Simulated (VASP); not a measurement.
Level of theory: PBE GGA with D4 dispersion, VASP's PBE PAW potentials (set 64) (plane waves; VASP).

A VASP calculation is set up with these files.

### INCAR
```
SYSTEM = AgCl
PREC = Accurate
ENCUT = 520
EDIFF = 1E-7
NELM = 100
ALGO = Normal
LREAL = .FALSE.
LASPH = .TRUE.
ISMEAR = -5
GGA = PE
IVDW = 13
LMAXMIX = 4
LWAVE = .FALSE.
LCHARG = .TRUE.
LORBIT = 11
NEDOS = 601
ISIF = 2
```

### KPOINTS
```
Automatic mesh
0
Gamma
  9 9 9
0 0 0
```

### POSCAR
```
AgCl
1
    0.0000000000     2.7554634382     2.7554634382
    2.7554634382     0.0000000000     2.7554634382
    2.7554634382     2.7554634382     0.0000000000
Ag Cl
1 1
Direct
  0.0000000000   0.0000000000   0.0000000000
  0.5000000000   0.5000000000   0.5000000000
```

POTCAR, in this order: Ag Cl (PBE.64 set). Program: vasp_std.

Output of the run:

**OSZICAR**
```
       N       E                     dE             d eps       ncg     rms          rms(c)
DAV:   1     0.102889103572E+03    0.10289E+03   -0.89291E+03   942   0.125E+03
DAV:   2    -0.127075872696E+01   -0.10416E+03   -0.97948E+02  1075   0.259E+02
DAV:   3    -0.552643220742E+01   -0.42557E+01   -0.42376E+01  1050   0.553E+01
DAV:   4    -0.556345593953E+01   -0.37024E-01   -0.37018E-01  1040   0.574E+00
DAV:   5    -0.556399546663E+01   -0.53953E-03   -0.53952E-03  1080   0.700E-01    0.677E+00
DAV:   6    -0.538836485572E+01    0.17563E+00   -0.32439E-01   965   0.792E+00    0.441E+00
DAV:   7    -0.538471095136E+01    0.36539E-02   -0.10578E-01   930   0.260E+00    0.206E+00
DAV:   8    -0.538396893203E+01    0.74202E-03   -0.53110E-03   980   0.918E-01    0.314E-01
DAV:   9    -0.538403034373E+01   -0.61412E-04   -0.71660E-04  1015   0.380E-01    0.387E-02
DAV:  10    -0.538408705084E+01   -0.56707E-04   -0.80113E-05   950   0.926E-02    0.226E-02
DAV:  11    -0.538409522900E+01   -0.81782E-05   -0.86978E-06   995   0.270E-02    0.361E-03
DAV:  12    -0.538409526886E+01   -0.39856E-07   -0.39178E-07  1055   0.847E-03
   1 F= -.60711057E+01 E0= -.60711057E+01  d E =0.000000E+00
```

File OUTCAR:
```
------------------------ aborting loop because EDIFF is reached ----------------------------------------
  Edisp (eV):   -0.68701
  FORCE on cell =-STRESS in cart. coord.  units (eV):
  Direction    XX          YY          ZZ          XY          YZ          ZX
  --------------------------------------------------------------------------------------
  Total       0.00096     0.00096     0.00096     0.00000     0.00000    -0.00000
  in kB       0.03685     0.03685     0.03685     0.00000     0.00000    -0.00000
  external pressure =        0.04 kB  Pullay stress =        0.00 kB
  volume of cell :       41.84
      direct lattice vectors                 reciprocal lattice vectors
     0.000000000  2.755463438  2.755463438    -0.181457679  0.181457679  0.181457679
     2.755463438  0.000000000  2.755463438     0.181457679 -0.181457679  0.181457679
     2.755463438  2.755463438  0.000000000     0.181457679  0.181457679 -0.181457679
  FREE ENERGIE OF THE ION-ELECTRON SYSTEM (eV)
  ---------------------------------------------------
  free  energy   TOTEN  =        -6.0711057263 eV

  energy  without entropy=       -6.0711057263  energy(sigma->0) =       -6.07110573

 total charge

# of ion       s       p       d       tot
------------------------------------------
    1        0.203   0.145   9.372   9.721
    2        1.603   3.478   0.000   5.082
--------------------------------------------------
tot          1.807   3.623   9.372  14.802
```
(Selected blocks of OUTCAR.)

The compound is AgCl in the rock salt structure. It was relaxed first.
